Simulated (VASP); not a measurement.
These are r2SCAN meta-GGA, VASP's PBE PAW potentials (set 64) (plane waves; VASP) values and carry that method's errors.

VASP input:

### INCAR
```
SYSTEM=NaF
PREC=Normal; ENCUT=450; LREAL=.FALSE.
LASPH=.TRUE.
EDIFF=1E-5; NELM=100; NELMIN=4
ALGO=Normal; LMIXTAU=.TRUE.
ISMEAR=0; SIGMA=0.05
METAGGA=R2SCAN
IBRION=2; NSW=20; ISIF=2
EDIFFG=-0.03
LWAVE=.FALSE.; LCHARG=.FALSE.
```

### POSCAR
```
NaF
1
    0.0000000000     2.2868240220     2.2868240220
    2.2868240220     0.0000000000     2.2868240220
    2.2868240220     2.2868240220     0.0000000000
Na F
1 1
Direct
  0.0000000000   0.0000000000   0.0000000000
  0.5000000000   0.5000000000   0.5000000000
```

### KPOINTS
```
Automatic
0
Gamma
 11 11 11
0 0 0
```

POTCAR, in this order: Na_pv F (PBE.64 set). Program: vasp_std.

What VASP printed:

File OSZICAR:
```
       N       E                     dE             d eps       ncg     rms          rms(c)
DAV:   1     0.992492346548E+02    0.99249E+02   -0.78460E+03  1271   0.143E+03
DAV:   2    -0.105420437701E+02   -0.10979E+03   -0.10276E+03  1364   0.368E+02
DAV:   3    -0.160440030894E+02   -0.55020E+01   -0.54888E+01  1421   0.827E+01
DAV:   4    -0.160983359353E+02   -0.54333E-01   -0.54325E-01  1346   0.892E+00
DAV:   5    -0.160989865490E+02   -0.65061E-03   -0.65061E-03  1427   0.995E-01    0.476E+00
DAV:   6    -0.127245349503E+02    0.33745E+01   -0.14559E+00  1660   0.176E+01    0.161E+00
DAV:   7    -0.126930591950E+02    0.31476E-01   -0.10026E+00  1232   0.136E+01    0.171E+00
DAV:   8    -0.129540060543E+02   -0.26095E+00   -0.37225E-01  1235   0.931E+00    0.637E-01
DAV:   9    -0.123361455106E+02    0.61786E+00   -0.16581E-01  1232   0.480E+00    0.886E-01
DAV:  10    -0.126280277715E+02   -0.29188E+00   -0.26850E-01  1232   0.609E+00    0.277E-01
DAV:  11    -0.126267034296E+02    0.13243E-02   -0.61562E-03  1418   0.916E-01    0.321E-01
DAV:  12    -0.126114839386E+02    0.15219E-01   -0.71550E-03  1238   0.148E+00    0.110E-01
DAV:  13    -0.126136770832E+02   -0.21931E-02   -0.14933E-03  1253   0.520E-01    0.212E-02
DAV:  14    -0.126141396606E+02   -0.46258E-03   -0.14383E-04  1250   0.176E-01    0.246E-02
DAV:  15    -0.126139373972E+02    0.20226E-03   -0.12522E-04  1253   0.136E-01    0.697E-03
DAV:  16    -0.126140570335E+02   -0.11964E-03   -0.47444E-05  1274   0.998E-02    0.999E-03
DAV:  17    -0.126140598698E+02   -0.28363E-05   -0.36114E-06   843   0.292E-02
   1 F= -.12614060E+02 E0= -.12614060E+02  d E =-.126141E+02
```

### OUTCAR
```
------------------------ aborting loop because EDIFF is reached ----------------------------------------
  FORCE on cell =-STRESS in cart. coord.  units (eV):
  Direction    XX          YY          ZZ          XY          YZ          ZX
  --------------------------------------------------------------------------------------
  Total       -0.2337312     -0.2337312     -0.2337312      0.0000000     -0.0000000      0.0000000
  in kB      -15.6566566    -15.6566566    -15.6566566      0.0000000     -0.0000000      0.0000000
  external PRESSURE =     -15.6566566 kB  Pullay stress =       0.0000000 kB
  volume of cell :       23.92
      direct lattice vectors                 reciprocal lattice vectors
     0.000000000  2.286824022  2.286824022    -0.218643846  0.218643846  0.218643846
     2.286824022  0.000000000  2.286824022     0.218643846 -0.218643846  0.218643846
     2.286824022  2.286824022  0.000000000     0.218643846  0.218643846 -0.218643846
  FREE ENERGIE OF THE ION-ELECTRON SYSTEM (eV)
  ---------------------------------------------------
  free  energy   TOTEN  =       -12.6140598698 eV

  energy  without entropy=      -12.6140598698  energy(sigma->0) =      -12.61405987

 reached required accuracy - stopping structural energy minimisation
```
(Selected blocks of OUTCAR.)

### OUTCAR
```
 val. band max:       -2.5621841548   @ k =   0.0000   0.0000   0.0000

 cond. band min:       4.8444470830   @ k =   0.0000   0.0000   0.0000


 Fermi energy:        -2.3150739821

 k-point     1 :       0.0000    0.0000    0.0000
  band No.  band energies     occupation
      1     -22.9182      2.00000
      2     -21.9391      2.00000
      3     -21.9382      2.00000
      4     -21.9382      2.00000
      5      -2.5625      2.00000
      6      -2.5622      2.00000
      7      -2.5622      2.00000
      8       4.8444      0.00000
      9      17.5150      0.00000
     10      17.5155      0.00000
     11      17.5155      0.00000

 k-point     2 :       0.0909    0.0000    0.0000
  band No.  band energies     occupation
      1     -22.9621      2.00000
      2     -21.9399      2.00000
      3     -21.9392      2.00000
      4     -21.8832      2.00000
      5      -2.7260      2.00000
      6      -2.5858      2.00000
      7      -2.5855      2.00000
      8       5.1467      0.00000
      9      16.3472      0.00000
     10      17.6696      0.00000
     11      17.6700      0.00000

 k-point     3 :       0.1818    0.0000    0.0000
  band No.  band energies     occupation
      1     -23.0599      2.00000
      2     -21.9425      2.00000
      3     -21.9418      2.00000
      4     -21.7529      2.00000
      5      -3.1247      2.00000
      6      -2.6473      2.00000
      7      -2.6470      2.00000
      8       5.9511      0.00000
      9      14.7256      0.00000
     10      18.0902      0.00000
     11      18.0905      0.00000

 k-point     4 :       0.2727    0.0000    0.0000
  band No.  band energies     occupation
      1     -23.1643      2.00000
      2     -21.9458      2.00000
      3     -21.9450      2.00000
      4     -21.6053      2.00000
      5      -3.5834      2.00000
      6      -2.7266      2.00000
      7      -2.7262      2.00000
      8       7.0432      0.00000
      9      13.3476      0.00000
...
```

At this cut-off the stress carries a Pulay error, which pulls relaxed volumes low.

The compound is NaF in the rock salt structure. It was relaxed first.
